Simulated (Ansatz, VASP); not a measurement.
## Cross-check of Te (Tellurium) between VASP and Ansatz

Aim: how closely do two programs agree when they are given the same cell, functional and k mesh? The structure shown is the start of the Ansatz relaxation below; VASP solves that cell, so the two are compared at the walk's first step.

Main program and level: Ansatz 0.2.0; plane waves, with VASP 6.6.1 beside it; single point at LDA.

### Step 1. The structure

It takes space group P3_121 (No. 152, trigonal). The conventional cell has a = 4.163 Å, b = 4.163 Å, c = 5.885 Å, α = 90.00°, β = 90.00°, γ = 120.00°. Nearest to Te lie 6 Te at 2.88 to 3.23 Å.

### Step 2. Ansatz: relaxation, LDA

Ansatz runs on its PAW soft_1 files.

The two programs are compared at the cell with which this relaxation starts, whose forces are those of its first step.

Input file input.yaml:

```yaml
crystal:
  lattice:
    - [4.1628132384, 0.0, 0.0]
    - [-2.0814066192, 3.6051020157, 0.0]
    - [0.0, 0.0, 5.8845485905]
  atoms:
    - { symbol: Te, position: [0.2929989035, 0.0, 0.3333333333] }
    - { symbol: Te, position: [0.0, 0.2929989035, 0.6666666667] }
    - { symbol: Te, position: [0.7070010965, 0.7070010965, 0.0] }
kpoints:
  mp_grid: { grid: [12, 12, 8] }
hamiltonian:
  xc: lda
  pseudopotentials: { kind: paw, azcp: { folder: soft_1 }, xc_functional: pbe }
scf:
  occupations: { method: methfessel_paxton, width: 0.2 }
output:
  forces: true
  stress: true
  eigenvalues: true
relax:
  adjacent_minimum: "off"
  f_tol: 0.001
  max_steps: 60
  cell: { stress_tol: 0.01, fix: [volume] }
```

Launch:

```sh
$ ansatz run input.yaml --threads 4 --pin off --max-ram 10240MiB --backend cpu --events-out ev --progress --plain --runs-dir out
```

Numbers of over 12 decimals in the logs are rounded to 6 here.

The program printed:

```text
Engine: ansatz 0.2.0, aarch64-unknown-linux-gnu
Pseudopotentials: kind: paw
Pseudopotential: Te, paw, valence charge 16, recommended cutoff 420 eV (normal), soft_1/Te.paw.azcp
Functional definition: SPW92
  exchange = slater_x
  correlation = pw_c
Crystal: 3 atoms, lattice volume = 88.312 Å³
Basis set: ecut = 420 eV, 1669 PW (Γ)
Bands: 29, of which v1, the nominal top of the filled ones, is band 24 counted from 1 (23 counted from 0)
Symmetry: 6 space group operations
Space group: P3121 (ITA 152), of the structure as read, at distance tolerance 4.5e-5 Å
k-points: 131 of 1152 (time reversal used)
Non-local potential: Te, projectors of the file, l = 0: 2, l = 1: 2, l = 2: 2, l = 3: 1
PAW form: soft (Blöchl's): semilocal exchange-correlation on the pseudo side does not see the compensation charge
PAW frozen core: Te, regenerated for the run's functional, and the local potential with it (the file was generated under x = pbe(κ = 0.804, μ = 0.219515), c = pbe(β = 0.066725))
PAW one-centre angular grid: Te, 590 points (default); XC on 64 Gauss nodes
Initial density: superposition of atomic densities (chi_scale 0.1, normalization cell)
Initial wavefunctions: pseudopotential atomic-orbital guess
Functional: x = slater, c = lda
SCF iter   1: F=—  HF=-20481.798217 eV  |F-HF|=—  |Δ(HF+E_count)|=         —  Δρ=1.41e-2  dr2=1.21e-1  ethr=3.10e-3  ⟨swp⟩=8.7  Hψ=18924  notcnv=0
preconditioner: auto → Resta (q_TF=auto, 2.465 Å⁻¹)  ε∞=4.5  [insulator: Δε(μ)=0.223 eV  Ē_g=9.025 eV  σ=0.200 eV  W_gap=0.56  n_scr=22 (ndim 8)  ℏωp=16.8 eV  f_vac=0.000  D(μ)=-0.03/eV (n_scr^D=0)  ε∞_Penn≈4.5]
SCF iter   2: F=—  HF=-20481.775629 eV  |F-HF|=—  |Δ(HF+E_count)|=   2.26e-2  S|Δr|=    0.00e0  Δρ=8.01e-3  dr2=4.02e-2  ethr=2.52e-4  ⟨swp⟩=1.2  Hψ=4904  notcnv=0  defer=1
preconditioner: auto → Kerker (q_TF=auto, 2.465 Å⁻¹)  [metal: Δε(μ)=0.043 eV  Ē_g=9.017 eV  σ=0.200 eV  W_gap=0.18  n_scr=22 (ndim 8)  ℏωp=16.8 eV  f_vac=0.000  D(μ)=-0.03/eV (n_scr^D=0)]
SCF iter   3: F=—  HF=-20481.766652 eV  |F-HF|=—  |Δ(HF+E_count)|=   8.98e-3  S|Δr|=    0.00e0  Δρ=8.72e-4  dr2=8.58e-4  ethr=8.37e-5  ⟨swp⟩=2.1  Hψ=5466  notcnv=0  defer=1
SCF iter   4: F=—  HF=-20481.766598 eV  |F-HF|=—  |Δ(HF+E_count)|=   5.35e-5  S|Δr|=    0.00e0  Δρ=2.73e-4  dr2=9.70e-5  ethr=1.79e-6  ⟨swp⟩=2.7  Hψ=6982  notcnv=0  defer=1
SCF iter   5: F=—  HF=-20481.766598 eV  |F-HF|=—  |Δ(HF+E_count)|=   1.59e-7  S|Δr|=    0.00e0  Δρ=1.00e-4  dr2=1.25e-5  ethr=2.02e-7  ⟨swp⟩=2.0  Hψ=6903  notcnv=0  defer=1
SCF iter   6: F=—  HF=-20481.766595 eV  |F-HF|=—  |Δ(HF+E_count)|=   3.51e-6  S|Δr|=    0.00e0  Δρ=3.18e-5  dr2=8.72e-7  ethr=2.60e-8  ⟨swp⟩=2.0  Hψ=6899  notcnv=0  defer=1
SCF iter   7: F=-20481.766595 eV  HF=-20481.766595 eV  |F-HF|=1.30e-9  |Δ(HF+E_count)|=   2.71e-7  S|Δr|=    0.00e0  Δρ=8.25e-6  dr2=4.45e-8  ethr=2.08e-10  ⟨swp⟩=9.1  Hψ=20801  notcnv=0
SCF 1 converged in 7 iterations: F = -20481.766595 eV  dr2 = 4.45e-8
  greatest PAW one-centre occupation: 0.999 electrons in one spin orbital (limit 2), on the Te atom at site 1 (counted from 0), in its partial waves of l = 2
relax step   1: F+E_penalty+E_count = -20481.76659493 eV  Δ(F+E_penalty+E_count) = +0.000e0 eV  max|allowed force component| = 6.680e-2 eV/Å  Δτ_max = 0.0000 Å  P = +3.245 GPa  Ω = 88.312 Å³  fix = [volume]  reactions: volume +3.245 GPa  (7 SCF iters, dr2 threshold 1.00e-7 eV, accepted)
[...]
relax step   2: F+E_penalty+E_count = -20481.76879991 eV  Δ(F+E_penalty+E_count) = -2.205e-3 eV  max|allowed force component| = 9.130e-3 eV/Å  Δτ_max = 0.0119 Å  P = +2.865 GPa  Ω = 88.312 Å³  energy of the carried Pulay correction = -1.407e-17 eV  fix = [volume]  reactions: volume +2.865 GPa  (5 SCF iters, dr2 threshold 3.00e-7 eV, accepted)
[...]
relax step   3: F+E_penalty+E_count = -20481.76884539 eV  Δ(F+E_penalty+E_count) = -4.548e-5 eV  max|allowed force component| = 8.502e-4 eV/Å  Δτ_max = 0.0022 Å  P = +2.853 GPa  Ω = 88.312 Å³  energy of the carried Pulay correction = -2.344e-17 eV  fix = [volume]  reactions: volume +2.853 GPa  (4 SCF iters, dr2 threshold 5.21e-9 eV, accepted)
[...]
relax step   4: F+E_penalty+E_count = -20481.76883862 eV  Δ(F+E_penalty+E_count) = +6.766e-6 eV  max|allowed force component| = 8.539e-4 eV/Å  Δτ_max = 0.0000 Å  P = +2.852 GPa  Ω = 88.312 Å³  fix = [volume]  reactions: volume +2.852 GPa  stress off target by 3.15e-3 GPa on what of the cell is left free  SCF on the basis re-selected at this cell (its energy is not comparable with the rows above)  (7 SCF iters)
basis re-selected at this cell: Δ(F+E_penalty+E_count) = +6.766e-6 eV, ΔP = -0.000 GPa vs the last step (what re-selecting the basis moved, of the pressure what is left beyond the Pulay correction that the steps carried, after the strain that the cell walked since its last selection, with what the two solves' SCF thresholds leave and, on support functions, any second-order correction that the steps lacked; it is no m [...]
SCF converged after 7 iterations
Stability not checked: this state was not tested for a lower state beside it, because cold or Methfessel-Paxton smearing, or corrected tetrahedra, fill the levels in a way that the test cannot read (fill_not_monotonic; see scf.lower_state_search)
Free energy (F): -20481.768839 eV
Harris-Foulkes:  -20481.768839 eV  (|F-HF|=7.28e-12)
Internal energy: -20481.773751 eV  (E = F + TS)
E sigma→0 (E₀):  -20481.770067 eV
Entropy (-TS):   0.004913 eV (1.638 meV/atom)
Fermi energy:    10.672870 eV
Step filling:    the computed levels leave a gap of 0.0000 eV = 0.0 smearing widths at the electron count; against every level under it full and every level over it empty, smearing changes F+E_penalty+E_count by +1.093 meV and its σ→0 estimate by -0.136 meV
--- Per-component energies (eV) ---
  E_band       = -714.312710
  E_kinetic    = 522.770227
  E_local      = -4490.119838  (includes V_loc(G=0)·N_el)
  E_nonlocal   = 210.925015
  E_hartree    = 2268.574915
  E_xc         = -369.262427
  E_vxc        = -311.603610  (∫ρ·V_xc dr)
  E_paw        = -13549.624668  (= ΣΔE_a)
  E_vpaw       = -1183.434537  (= ΣTr[D̂ρ^β])
  E_aug_tail   = 0.000218  (compensation charges beyond the density's cutoff)
  E_ewald      = -5077.073120
  E_core_change = 2.035927  (= ΣΔE_core)
  E_smearing   = 0.004913  (= −TS)
  E_closure    = 0.000000  (closes the sum)
  Σ components = -20481.768839   (vs F -20481.768839, Δ=0.00e0)
--- Forces (eV/Å), atoms counted from 1 ---
  atom   1  Te     0.00085391    -0.00000000    -0.00000000
  atom   2  Te    -0.00042696     0.00073951     0.00000000
  atom   3  Te    -0.00042696    -0.00073951    -0.00000000
  max |Σ_I F_I| component: 3.71e-17 eV/Å
--- Stress (GPa, compression-positive) ---
        2.853721       0.000000       0.000000
        0.000000       2.853721      -0.000000
        0.000000      -0.000000       2.848992
  P = ⅓ Tr σ = 2.8521 GPa (28.521 kbar)
--- Band table (eV; the first three rows and the last of 131) ---
  k-point 0: bands = [... 20 lower, 8.2846, 8.8925, 8.8925, 9.3725, 11.8668, 11.8668, 12.6578, 15.4879, ... 1 higher]
  k-point 1: bands = [... 20 lower, 8.3211, 8.9539, 9.2376, 9.4238, 11.7075, 11.7267, 12.4825, 14.9185, ... 1 higher]
  k-point 2: bands = [... 20 lower, 8.2256, 9.1981, 9.5753, 9.6896, 11.3493, 11.3892, 12.0563, 14.4904, ... 1 higher]
  k-point 130: bands = [... 20 lower, 4.8248, 9.9504, 10.6864, 10.7741, 10.7741, 11.3913, 11.3913, 16.9788, ... 1 higher]
--- Relaxed structure (3 steps of the walk, 3 accepted, 1 SCFs on fresh bases) ---
  F+E_penalty+E_count = -20481.76883862 eV   max|allowed force component| = 8.539e-4 eV/Å   (the final SCF, on the basis selected at the relaxed cell)
  cell:  # Å, volume = 88.3116 Å³
    - [4.149840, 4.815991888695283e-19, 1.4447975666085688e-18]
    - [-2.074920, 3.593867, -7.223987833042711e-19]
    - [2.0423643812976544e-18, 0, 5.921398]
  atoms:
    - { symbol: Te, position: [0.296372, 3.207904553843817e-19, 0.333333] }
    - { symbol: Te, position: [-3.2810329315064545e-19, 0.296372, 0.666667] }
    - { symbol: Te, position: [0.703628, 0.703628, -1.3246222034695499e-19] }
```

### Step 3. VASP: single point, LDA, start cell, pair 1

The same cell, functional (in two slightly different forms), mesh and smearing now go to VASP, with its own data sets.

Lines of VASP's logs that name or quote its potential files are left out, and so is its time.

Input file INCAR:

```
SYSTEM = Te
PREC = Accurate
ENCUT = 400
EDIFF = 1E-06
NELM = 120
ISMEAR = 1
SIGMA = 0.2
LREAL = .FALSE.
ALGO = Normal
GGA = CA
NBANDS = 15
LORBIT = 11
LWAVE = .FALSE.
LCHARG = .FALSE.
ISIF = 2
LASPH = .TRUE.
GGA_COMPAT = .FALSE.
KPAR = 2
```

Input file POSCAR:

```
Te
1.0
    4.1628130000      0.0000000000      0.0000000000
   -2.0814070000      3.6051020000      0.0000000000
    0.0000000000      0.0000000000      5.8845490000
Te
3
Direct
    0.2929989889      0.0000000000      0.3333332767
    0.0000000018      0.2929989221      0.6666665534
    0.7070012495      0.7070010779      0.0000000000
```

Input file KPOINTS:

```
Automatic mesh
0
Gamma
12 12 8
0 0 0
```

Potentials, in the order of the species: Te (LDA family, release 64).

Launch:

```sh
$ mpirun -np 2 vasp_std
```

The program printed:

```text
[banner, memory and clock lines left out]
running    2 mpi-ranks, on    1 nodes
 distrk:  each k-point on    1 cores,    2 groups
 distr:  one band on    1 cores,    1 groups

 POSCAR found type information on POSCAR Te
 POSCAR found :  1 types and       3 ions
 LDA part: xc-table for (Slater(with rela. corr.)+CA(PZ))
 , standard interpolation
 POSCAR, INCAR and KPOINTS ok, starting setup
 FFT: planning ... GRIDC
 FFT: planning ... GRID_SOFT
 FFT: planning ... GRID
 WAVECAR not read
 entering main loop
       N       E                     dE             d eps       ncg     rms          rms(c)
DAV:   1     0.645233073106E+02    0.64523E+02   -0.57128E+03  3930   0.789E+02
DAV:   2    -0.734103376183E+01   -0.71864E+02   -0.68579E+02  5394   0.134E+02
DAV:   3    -0.113246003767E+02   -0.39836E+01   -0.39497E+01  4623   0.359E+01
DAV:   4    -0.113900433960E+02   -0.65443E-01   -0.65435E-01  5759   0.553E+00
DAV:   5    -0.113910434734E+02   -0.10001E-02   -0.10001E-02  5017   0.576E-01    0.150E+01
DAV:   6    -0.113701715256E+02    0.20872E-01   -0.98786E-03  5057   0.586E-01    0.928E+00
DAV:   7    -0.113617138707E+02    0.84577E-02   -0.19717E-02  4511   0.800E-01    0.215E-01
DAV:   8    -0.113614160625E+02    0.29781E-03   -0.29314E-03  4490   0.320E-01    0.114E-01
DAV:   9    -0.113614226308E+02   -0.65682E-05   -0.82643E-05  5691   0.615E-02    0.815E-02
DAV:  10    -0.113614204034E+02    0.22274E-05   -0.64920E-06  4735   0.156E-02    0.109E-02
DAV:  11    -0.113614191287E+02    0.12747E-05   -0.36776E-06  4616   0.114E-02    0.577E-03
DAV:  12    -0.113614191586E+02   -0.29887E-07   -0.41468E-07  2700   0.392E-03
   1 F= -.11361419E+02 E0= -.11362882E+02  d E =0.438788E-02
```

From OUTCAR (step 3):

```text
ion  position               nearest neighbor table
   1  0.293  0.000  0.333-   3 2.88   2 2.88   2 3.23   3 3.23   2 3.23   3 3.23
   2  0.000  0.293  0.667-   1 2.88   3 2.88   1 3.23   1 3.23   3 3.23   3 3.23
   3  0.707  0.707  0.000-   1 2.88   2 2.88   1 3.23   2 3.23   1 3.23   2 3.23

  LATTYP: Found a hexagonal cell.
 ALAT       =     4.1628130000
 C/A-ratio  =     1.4135991696

 Subroutine GETGRP returns: Found  6 space group operations
 (whereof  2 operations were pure point group operations)

The static configuration has the point symmetry C_2 .
 The point group associated with its full space group is D_3 .

 Found    131 irreducible k-points:

   k-points           NKPTS =    131   k-points in BZ     NKDIM =    131   number of bands    NBANDS=     15

   dimension x,y,z NGX =    28 NGY =   28 NGZ =   40
   dimension x,y,z NGXF=    56 NGYF=   56 NGZF=   80

   ENCUT  =  400.0 eV  29.40 Ry    5.42 a.u.   6.79  6.79  9.60*2*pi/ulx,y,z

   NELECT =      18.0000    total number of electrons

 k-points in reciprocal lattice and weights: Automatic mesh
   0.00000000  0.00000000  0.00000000       0.001
   0.08333333 -0.00000000  0.00000000       0.005
   0.16666667 -0.00000000  0.00000000       0.005
   0.25000000  0.00000000  0.00000000       0.005
   0.33333333 -0.00000000  0.00000000       0.005
   0.41666667 -0.00000000  0.00000000       0.005
   0.50000000  0.00000000  0.00000000       0.003
   0.08333333  0.08333333  0.00000000       0.005
   0.16666667  0.08333333  0.00000000       0.010
[...]
0.33333333  0.25000000  0.50000000       0.010
   0.33333333  0.33333333  0.50000000       0.002

 average (electrostatic) potential at core
       1 -88.1735       2 -88.1735       3 -88.1735

 E-fermi :   7.6637

 k-point     1 :       0.0000    0.0000    0.0000
  band No.  band energies     occupation
    ...
      5       5.1845      2.00000
      6       5.1845      2.00000
      7       5.8410      2.00000
      8       5.8410      2.00000
      9       6.3559      2.00000
     10       8.8077     -0.00000
     11       8.8077     -0.00000
     12       9.5725     -0.00000
     13      12.3699      0.00000
     14      12.3699      0.00000
    ...

 k-point     2 :       0.0833   -0.0000    0.0000
  band No.  band energies     occupation
    ...
      5       4.6677      2.00000
      6       4.8148      2.00000
      7       6.2179      2.00000
      8       6.3778      2.00000
      9       6.9391      2.00000
     10       8.4440     -0.00000
     11       8.7129     -0.00000
     12       9.3631     -0.00000
     13      12.1456      0.00000
     14      12.3454      0.00000
    ...

 k-point     3 :       0.1667   -0.0000    0.0000
  band No.  band energies     occupation
    ...
      5       3.9823      2.00000
      6       4.3558      2.00000
      7       6.6173      2.00000
      8       6.7785      2.00000
      9       7.1229      2.00089
     10       8.4661     -0.00000
     11       8.4989     -0.00000
     12       9.0883     -0.00000
     13      11.4580     -0.00000
     14      12.4957      0.00000
    ...

  Total        1.7478698      1.7478700      2.0997134     -0.0000002      0.0000000      0.0000000
  in kB       31.7104217     31.7104251     38.0936818     -0.0000044      0.0000000      0.0000000
  external PRESSURE =      33.8381762 kB  Pullay stress =       0.0000000 kB

  energy-cutoff  :      400.00
  volume of cell :       88.31
      direct lattice vectors                 reciprocal lattice vectors
     4.162813000  0.000000000  0.000000000     0.240222177  0.138692364  0.000000000
    -2.081407000  3.605102000  0.000000000     0.000000000  0.277384662  0.000000000
     0.000000000  0.000000000  5.884549000     0.000000000  0.000000000  0.169936558

 POSITION                                       TOTAL-FORCE (eV/Angst)
 -----------------------------------------------------------------------------------
      1.21970      0.00000      1.96152         0.091703     -0.000000      0.000000
     -0.60985      1.05629      3.92303        -0.045852      0.079417      0.000000
      1.47156      2.54881      0.00000        -0.045852     -0.079417     -0.000000
 -----------------------------------------------------------------------------------
    total drift:                               -0.000055     -0.000025      0.000314

  FREE ENERGIE OF THE ION-ELECTRON SYSTEM (eV)
  ---------------------------------------------------
  free  energy   TOTEN  =       -11.3614191586 eV

  energy  without entropy=      -11.3658070379  energy(sigma->0) =      -11.36288179

 total charge
# of ion       s       p       d       tot
------------------------------------------
    1        1.448   1.832   0.060   3.340
    2        1.448   1.832   0.060   3.340
    3        1.448   1.832   0.060   3.340
--------------------------------------------------
tot          4.344   5.495   0.180  10.020

[... 3 further parts left out ...]
```

The run ends at a pressure of 3.38 GPa, with forces up to 0.092 eV/Å.

### Step 4. Differences

Known differences besides the potentials themselves: the two LDA forms differ slightly; the data sets hold 48 valence electrons in Ansatz (on its PAW soft_1 files) and 18 in VASP; the cutoff is 420 eV in Ansatz and 400 eV in VASP; VASP's log shows a relativistic correction to its local exchange, Ansatz's none. Total energies have different zeros and are not compared.

Forces (eV/Å; atoms numbered as in POSCAR):

```tsv
atom	Ansatz x, y, z	VASP x, y, z
Te1	0.067, 0.000, 0.000	0.092, 0.000, 0.000
Te2	-0.033, 0.058, 0.000	-0.046, 0.079, 0.000
Te3	-0.033, -0.058, 0.000	-0.046, -0.079, 0.000
```

The forces differ by 14 meV/Å r.m.s., which is 27.2 % of the r.m.s. force of 0.053 eV/Å (both taken over all components).

### Step 5. Further runs

Further runs change the set-up of one program: Ansatz's method, potentials or start, or VASP's data sets, cutoff or form of LDA. The table gives that difference for each run.

```tsv
run	r.m.s. force difference (meV/Å)
as above	14
VASP with the data sets Te_sv_GW and a cutoff of 520 eV	5.1
VASP with a cutoff of 500 eV (perhaps on Ansatz's relaxed cell)	12
```

### Step 6. Ansatz: relaxation, LDA

The two programs are compared at the cell with which this relaxation starts, whose forces are those of its first step. The cell compared in this pair holds 90.19 Å³, against 88.31 Å³ for the pair before.

The structure compared here is the start of the Ansatz relaxation; VASP solves that cell, so the two are compared at the walk's first step.

input.yaml, the sections that differ from step 2:

```yaml
crystal:
  lattice:
    - [4.2060297455, 0.0, 0.0]
    - [-2.1030148727, 3.6425286087, 0.0]
    - [0.0, 0.0, 5.8868871054]
  atoms:
    - { symbol: Te, position: [0.2896363777, 0.0, 0.3333333333] }
    - { symbol: Te, position: [0.0, 0.2896363777, 0.6666666667] }
    - { symbol: Te, position: [0.7103636223, 0.7103636223, 0.0] }
# kpoints, hamiltonian, scf, output, relax: as in step 2
```

Launch:

```sh
$ ansatz run input.yaml --threads 4 --pin off --max-ram 10240MiB --backend cpu --events-out ev --progress --plain --runs-dir out
```

The program printed:

```text
[...]
Crystal: 3 atoms, lattice volume = 90.191 Å³
Basis set: ecut = 420 eV, 1705 PW (Γ)
Bands: 29, of which v1, the nominal top of the filled ones, is band 24 counted from 1 (23 counted from 0)
Symmetry: 6 space group operations
[...]
k-points: 131 of 1152 (time reversal used)
[...]
cell:  # Å, volume = 90.1905 Å³
    - [4.192130, -2.8772060467316625e-11, -4.469636530711834e-19]
    - [-2.096065, 3.630491, 1.3408909592206345e-18]
    - [-6.255839176129352e-19, 1.805905216224167e-18, 5.925990]
  atoms:
    - { symbol: Te, position: [0.292999, -6.111904519836059e-19, 0.333333] }
    - { symbol: Te, position: [0, 0.292999, 0.666667] }
    - { symbol: Te, position: [0.707001, 0.707001, -1.5399331286666803e-19] }
[key lines of the parts left out:]
SCF converged after 6 iterations
Free energy (F): -20481.795770 eV
Fermi energy:    10.404826 eV
P = ⅓ Tr σ = 1.7579 GPa (17.579 kbar)
```

(Part 1 of 2 ends here.)

[Lines on the potential files, build, host, timing and source positions are cut from VASP's logs without a mark.]

[Logs are printed without paths, hosts, clocks, repeated set-up lines and the standing remarks that a program may print on its own settings, such as how far it seeks lower states.]

[Hosts, paths, dates, database ids (printed as entryN), source tags and the programs' standing remarks are cut or masked in the printed files.]

[Rows of further runs with another cutoff or data set may stand on the cell that Ansatz relaxed, not on the start cell of the pair above them.]
